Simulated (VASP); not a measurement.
Level of theory: revPBE GGA, VASP's PBE PAW potentials (set 64) (plane waves; VASP 6.6.1).

The input files of a VASP run:

**INCAR**
```
ALGO = Normal
EDIFF = 1E-7
ENCUT = 520
GGA = RE
ISIF = 2
ISMEAR = 1
ISPIN = 2
LASPH = .TRUE.
LCHARG = .FALSE.
LMAXMIX = 4
LORBIT = 10
LREAL = .FALSE.
LWAVE = .FALSE.
MAGMOM = 2.3
NELM = 100
PREC = Accurate
SIGMA = 0.1
SYSTEM = Fe
```

### POSCAR
```
Fe
2.42280
 -0.5773502147   0.5773502147   0.5773502147
  0.5773502147  -0.5773502147   0.5773502147
  0.5773502147   0.5773502147  -0.5773502147
Fe
1
Direct
  0.0000000000   0.0000000000   0.0000000000
```

File KPOINTS:
```
Automatic mesh
0
Gamma
18 18 18
0 0 0
```

POTCAR, in this order: Fe (PBE.64 set). Program: vasp_std.

Output

### OSZICAR
```
       N       E                     dE             d eps       ncg     rms          rms(c)
DAV:   1     0.160361534756E+02    0.16036E+02   -0.41326E+03  7316   0.109E+03
DAV:   2    -0.845336850002E+01   -0.24490E+02   -0.23001E+02  7075   0.129E+02
DAV:   3    -0.876335873294E+01   -0.30999E+00   -0.30874E+00  7975   0.202E+01
DAV:   4    -0.876472182958E+01   -0.13631E-02   -0.13630E-02  7716   0.123E+00
DAV:   5    -0.876473420792E+01   -0.12378E-04   -0.12378E-04  7559   0.104E-01    0.116E+01
DAV:   6    -0.789307809881E+01    0.87166E+00   -0.11681E+01  7440   0.553E+01    0.491E+00
DAV:   7    -0.784833936771E+01    0.44739E-01   -0.58229E-01  7450   0.121E+01    0.315E+00
DAV:   8    -0.784329966356E+01    0.50397E-02   -0.85000E-03  8693   0.799E-01    0.158E+00
DAV:   9    -0.783620070711E+01    0.70990E-02   -0.10562E-02  8835   0.914E-01    0.424E-01
DAV:  10    -0.783676307798E+01   -0.56237E-03   -0.32693E-03  8501   0.646E-01    0.194E-01
DAV:  11    -0.783698646800E+01   -0.22339E-03   -0.18581E-04  7725   0.210E-01    0.484E-02
DAV:  12    -0.783700112648E+01   -0.14658E-04   -0.41723E-05  8893   0.794E-02    0.178E-02
DAV:  13    -0.783699906710E+01    0.20594E-05   -0.74240E-06  8926   0.278E-02    0.215E-02
DAV:  14    -0.783700037018E+01   -0.13031E-05   -0.50327E-06  8686   0.253E-02    0.235E-03
DAV:  15    -0.783700009670E+01    0.27347E-06   -0.45986E-08  3617   0.334E-03    0.516E-04
DAV:  16    -0.783700009774E+01   -0.10396E-08   -0.62474E-09  3538   0.102E-03
   1 F= -.78370001E+01 E0= -.78368500E+01  d E =-.450268E-03  mag=     2.1579
```

File OUTCAR:
```
------------------------ aborting loop because EDIFF is reached ----------------------------------------
  FORCE on cell =-STRESS in cart. coord.  units (eV):
  Direction    XX          YY          ZZ          XY          YZ          ZX
  --------------------------------------------------------------------------------------
  Total        0.8316123      0.8316123      0.8316123     -0.0000000     -0.0000000      0.0000000
  in kB      121.7028666    121.7028666    121.7028666     -0.0000000     -0.0000000      0.0000000
  external PRESSURE =     121.7028666 kB  Pullay stress =       0.0000000 kB
  volume of cell :       10.95
      direct lattice vectors                 reciprocal lattice vectors
    -1.398804100  1.398804100  1.398804100     0.000000000  0.357448194  0.357448194
     1.398804100 -1.398804100  1.398804100     0.357448194  0.000000000  0.357448194
     1.398804100  1.398804100 -1.398804100     0.357448194  0.357448194  0.000000000
 POSITION                                       TOTAL-FORCE (eV/Angst)
 -----------------------------------------------------------------------------------
      0.00000      0.00000      0.00000         0.000000      0.000000     -0.000000
 -----------------------------------------------------------------------------------
    total drift:                                0.000000      0.000000      0.000000
  FREE ENERGIE OF THE ION-ELECTRON SYSTEM (eV)
  ---------------------------------------------------
  free  energy   TOTEN  =        -7.8370000977 eV

  energy  without entropy=       -7.8365498298  energy(sigma->0) =       -7.83685001

 total charge

# of ion       s       p       d       tot
------------------------------------------
    1        0.504   0.577   6.263   7.344

 magnetization (x)

# of ion       s       p       d       tot
------------------------------------------
    1       -0.014  -0.059   2.223   2.149
```
(Selected blocks of OUTCAR.)

The compound is Fe in the bcc structure. This cell is one point of a volume scan, at 0.94 of the reference volume.
